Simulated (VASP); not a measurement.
A VASP calculation is set up with these files.

**INCAR**
```
SYSTEM = P
PREC = Accurate
ENCUT = 400
EDIFF = 1E-6
NELM = 100
ALGO = Normal
LREAL = .FALSE.
LASPH = .TRUE.
ISMEAR = 1
SIGMA = 0.1
LWAVE = .FALSE.
LCHARG = .FALSE.
IBRION = 2
ISIF = 3
NSW = 60
EDIFFG = -0.02
```

### POSCAR
```
P
1
    1.6922372759    -5.0390047359     0.0000000000
    1.6922372759     5.0390047359    -0.0000000000
    0.0000000000     0.0000000000     3.9412031013
P
4
Direct
  0.1079736867   0.8920263133   0.9350367830
  0.3920263133   0.6079736867   0.4350367830
  0.6079736867   0.3920263133   0.5649632170
  0.8920263133   0.1079736867   0.0649632170
```

File KPOINTS:
```
K-points
0
G
 9 9 7
```

POTCAR, in this order: P (LDA.64 set). Program: vasp_std.

Question: Write an equivalent input for Quantum ESPRESSO's pw.x.

Answer: One equivalent input (not run):
```
&CONTROL
  calculation = 'vc-relax'
  pseudo_dir = './pseudo'
  outdir = './out'
  tprnfor = .true.
  tstress = .true.
  nstep = 60
  forc_conv_thr = 0.00078
/
&SYSTEM
  ibrav = 0
  nat = 4
  ntyp = 1
  ecutwfc = 48
  occupations = 'smearing'
  smearing = 'methfessel-paxton'
  degauss = 0.00735
  input_dft = 'pz'
/
&ELECTRONS
  conv_thr = 7.3e-08
  electron_maxstep = 100
/
&IONS
/
&CELL
/
ATOMIC_SPECIES
  P 30.974 P.upf
CELL_PARAMETERS angstrom
     1.6922373   -5.0390047    0.0000000
     1.6922373    5.0390047   -0.0000000
     0.0000000    0.0000000    3.9412031
ATOMIC_POSITIONS crystal
  P    0.1079737  0.8920263  0.9350368
  P    0.3920263  0.6079737  0.4350368
  P    0.6079737  0.3920263  0.5649632
  P    0.8920263  0.1079737  0.0649632
K_POINTS automatic
  9 9 7 0 0 0
```
The two are equivalent in intent, not identical: the potentials are each code's own (VASP's PAW set, PseudoDojo norm-conserving files in pw.x), so ENCUT and ecutwfc are chosen apart and not converted; conv_thr bounds pw.x's estimated SCF error, while EDIFF bounds the energy change between steps; forc_conv_thr acts on force components and is met together with etot_conv_thr.

The compound is P in the black structure. This run relaxes it. Symmetry was kept, so distortions that lower it aren't found. The start is the result of an earlier pass.
